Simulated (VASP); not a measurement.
Data:

```yaml
crystal:
  lattice:
    - [0.00000, 3.26228, 3.26228]
    - [3.26228, 0.00000, 3.26228]
    - [3.26228, 3.26228, 0.00000]
  atoms:
    - { symbol: Na, position: [0.00000, 0.00000, 0.00000] }
    - { symbol: I, position: [0.50000, 0.50000, 0.50000] }
```

Method: TPSS meta-GGA, VASP's PBE PAW potentials (set 64) (plane waves; VASP). Numerical set-up: 520 eV cut-off, 8×8×8 Γ-centred mesh, tetrahedra with Blöchl corrections, potentials Na_pv I.

Unless said otherwise, spin-orbit coupling is left out, though it shifts the bands of the heavy elements here.

### Question
Give the energies of bands 5 to 10 at the high-symmetry points, in eV from the valence-band maximum.

### Answer

| band | Γ | X | U | L | W |
|---|---|---|---|---|---|
| 5 | 0.00 | -1.85 | -1.59 | -2.10 | -1.36 |
| 6 | 0.00 | -0.72 | -1.29 | -0.27 | -1.36 |
| 7 | 0.00 | -0.72 | -0.58 | -0.27 | -0.89 |
| 8 | 3.88 | 4.77 | 5.46 | 5.27 | 6.07 |
| 9 | 8.15 | 5.72 | 6.84 | 7.67 | 7.61 |
| 10 | 8.15 | 9.96 | 8.79 | 7.67 | 7.61 |

The gap is direct, 3.88 eV, from the valence maximum at Γ to the conduction minimum at Γ.

Measured: gap 5.90 eV (computed value off by -2.02 eV), as given by Abedi et al., (2022), arXiv:2211.14644.

The compound is NaI in the rock salt structure. It was relaxed first.
